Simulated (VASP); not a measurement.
Given:

```
CELL_PARAMETERS angstrom
      4.95159     0.00000     0.00000
      0.00000     6.04338     0.00000
      0.00000     0.00000     3.77268
ATOMIC_POSITIONS crystal
  Sn 0.00000 0.00000 0.00000
  Sn 0.50000 0.50000 0.50000
  Cl 0.20040 0.37870 0.00000
  Cl 0.70040 0.12130 0.50000
  Cl 0.29960 0.87870 0.50000
  Cl 0.79960 0.62130 0.00000
```

Calculation: PBE GGA, VASP's PBE PAW potentials (set 64) (plane waves; VASP). Run with 300 eV cut-off, 3×3×4 Γ-centred mesh, Fermi-Dirac smearing of 0.14 eV, potentials Sn_d Cl.

At this cut-off the stress carries a Pulay error, which pulls relaxed volumes low.

Question: Give the force on each atom (eV/Å).

Answer: 
```
atom      Fx      Fy     Fz
----  ------  ------  -----
Sn1    0.000   0.000  0.000
Sn2    0.000   0.000  0.000
Cl3    1.081  -1.208  0.000
Cl4    1.081   1.208  0.000
Cl5   -1.081  -1.208  0.000
Cl6   -1.081   1.208  0.000
```

Question: Give the stress tensor in GPa (positive for a compressed cell).

Answer: 
```
49.79   0.00   0.00
 0.00  45.38   0.00
 0.00   0.00  39.22
```
The pressure is its mean diagonal, 44.80 GPa.

The structure was generated: SnCl2 was put into an ordered model structure, which need not be its known phase. The cell was not relaxed at this level. The k-mesh is coarse (spacing up to 0.42 per Å, 2π included), so the numbers may not be converged in it.
